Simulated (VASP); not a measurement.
A convergence study with VASP on HfO$_{2}$ (fluorite): a few settings are varied, all else stays as given below, so the limit is that of these other settings. The cell's lengths are 1 % over those of the tabulated start and one atom is moved, so it is off equilibrium.

```yaml
crystal:
  lattice:
    - [0.00000, 2.56540, 2.56540]
    - [2.56540, 0.00000, 2.56540]
    - [2.56540, 2.56540, 0.00000]
  atoms:
    - { symbol: Hf, position: [0.00000, 0.00000, 0.00000] }
    - { symbol: O, position: [0.25000, 0.25000, 0.25000] }
    - { symbol: O, position: [0.73819, 0.76181, 0.76181] }
```

Computed with PBEsol GGA, VASP's PBE PAW potentials (set 64) (plane waves; VASP). The last row used: 900 eV cut-off, 6×6×6 Γ-centred mesh, Gaussian smearing of 0.050 eV, potentials Hf_pv O_h.

Unless said otherwise, spin-orbit coupling is left out, though it shifts the bands of the heavy elements here. Gaps are read on the run's mesh, which can miss a band edge. Energies of different potentials or hybrids have different zeros.

```tsv
setting	E (eV/atom)	pressure (GPa)	largest force (eV/Å)	gap on the mesh (eV)	plane waves
ENCUT = 300, POTCAR Hf_pv O	-10.6088	-59.86	0.586	3.666	411
ENCUT = 400, POTCAR Hf_pv O	___	___	___	___	636
ENCUT = 520, POTCAR Hf_pv O	-10.5047	-15.20	0.554	3.571	941
ENCUT = 700, POTCAR Hf_pv O	-10.5082	-15.42	0.554	3.575	1435
ENCUT = 900, POTCAR Hf_pv O	-10.5087	-15.07	0.554	3.575	2090
ENCUT = 300, POTCAR Hf O	-10.6310	-60.86	0.598	3.612	411
ENCUT = 400, POTCAR Hf O	-10.5396	-22.36	0.566	3.529	636
ENCUT = 520, POTCAR Hf O	-10.5279	-16.48	0.570	3.518	941
ENCUT = 700, POTCAR Hf O	-10.5310	-16.73	0.569	3.522	1435
ENCUT = 900, POTCAR Hf O	-10.5315	-16.38	0.569	3.522	2090
ENCUT = 300, POTCAR Hf_sv O	-11.5327	-58.86	0.582	3.672	411
ENCUT = 400, POTCAR Hf_sv O	-11.4431	-20.50	0.558	3.594	636
ENCUT = 700, POTCAR Hf_sv O	-11.4362	-14.51	0.564	3.587	1435
ENCUT = 900, POTCAR Hf_sv O	-11.4368	-14.16	0.564	3.587	2090
ENCUT = 300, POTCAR Hf_pv O_s	-10.5039	-16.89	0.562	3.581	411
ENCUT = 400, POTCAR Hf_pv O_s	-10.5019	-15.21	0.559	3.577	636
ENCUT = 520, POTCAR Hf_pv O_s	-10.5046	-15.14	0.559	3.579	941
ENCUT = 700, POTCAR Hf_pv O_s	-10.5048	-14.96	0.558	3.578	1435
ENCUT = 900, POTCAR Hf_pv O_s	-10.5050	-14.94	0.558	3.579	2090
ENCUT = 300, POTCAR Hf_pv O_h	-9.5098	-251.29	0.775	3.213	411
ENCUT = 400, POTCAR Hf_pv O_h	-9.8244	-169.20	0.490	3.477	636
ENCUT = 520, POTCAR Hf_pv O_h	___	___	0.564	3.571	941
ENCUT = 700, POTCAR Hf_pv O_h	-10.4933	-27.56	0.572	3.578	1435
ENCUT = 900, POTCAR Hf_pv O_h	-10.5096	-15.78	0.554	3.575	2090
```

Problem. Some entries are withheld; supply them.

Solution. 
- ENCUT = 520, POTCAR Hf_pv O_h, E (eV/atom): -10.3301
- ENCUT = 520, POTCAR Hf_pv O_h, pressure (GPa): -82.30
- ENCUT = 400, POTCAR Hf_pv O, E (eV/atom): -10.5158
- ENCUT = 400, POTCAR Hf_pv O, pressure (GPa): -21.15
- ENCUT = 400, POTCAR Hf_pv O, largest force (eV/Å): 0.550
- ENCUT = 400, POTCAR Hf_pv O, gap on the mesh (eV): 3.582

Left out are rungs that failed or repeat a setting and relaxations that didn't move; long series are thinned to 24 rows.

The compound is HfO2 in the fluorite structure, the high-temperature cubic form, which is unstable at 0 K; the monoclinic form is the stable one. The cell was not relaxed at this level, it is distorted from the ideal structure.
